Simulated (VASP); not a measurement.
Method: LDA (Ceperley-Alder, Perdew-Zunger), VASP's LDA PAW potentials (set 64) (plane waves; VASP).

VASP ran on this input.

File POSCAR:
```
Ta
1
   -1.6300023446     1.6300023446     1.6300023446
    1.6300023446    -1.6300023446     1.6300023446
    1.6300023446     1.6300023446    -1.6300023446
Ta
1
Direct
  0.0000000000   0.0000000000   0.0000000000
```

KPOINTS:
```
k-points along high-symmetry lines
15
Line-mode
Reciprocal
  0.000000   0.000000   0.000000 ! GAMMA
  0.500000  -0.500000   0.500000 ! H

  0.500000  -0.500000   0.500000 ! H
  0.000000  -0.000000   0.500000 ! N

  0.000000  -0.000000   0.500000 ! N
  0.000000   0.000000   0.000000 ! GAMMA

  0.000000   0.000000   0.000000 ! GAMMA
  0.250000   0.250000   0.250000 ! P

  0.250000   0.250000   0.250000 ! P
  0.500000  -0.500000   0.500000 ! H

  0.250000   0.250000   0.250000 ! P
  0.000000  -0.000000   0.500000 ! N
```

**INCAR**
```
SYSTEM = Ta
PREC = Accurate
ENCUT = 520
EDIFF = 1E-7
NELM = 100
ALGO = Normal
LREAL = .FALSE.
LASPH = .TRUE.
ISMEAR = 0
SIGMA = 0.05
LMAXMIX = 6
LWAVE = .FALSE.
LCHARG = .FALSE.
LORBIT = 11
ICHARG = 11
```

POTCAR, in this order: Ta_pv (LDA.64 set). Program: vasp_std. Read from the step before: CHGCAR.

### Question
What will the output report for the number of irreducible k-points (NKPTS), largest plane-wave count, number of space-group operations, FFT grid (NGX, NGY, NGZ)?

### Answer

The number of irreducible k-points (NKPTS) is 90, the largest plane-wave count is 478 and the number of space-group operations is 48. The FFT grid (NGX, NGY, NGZ) is 24 × 24 × 24.

The compound is Ta in the bcc structure. It was relaxed first.
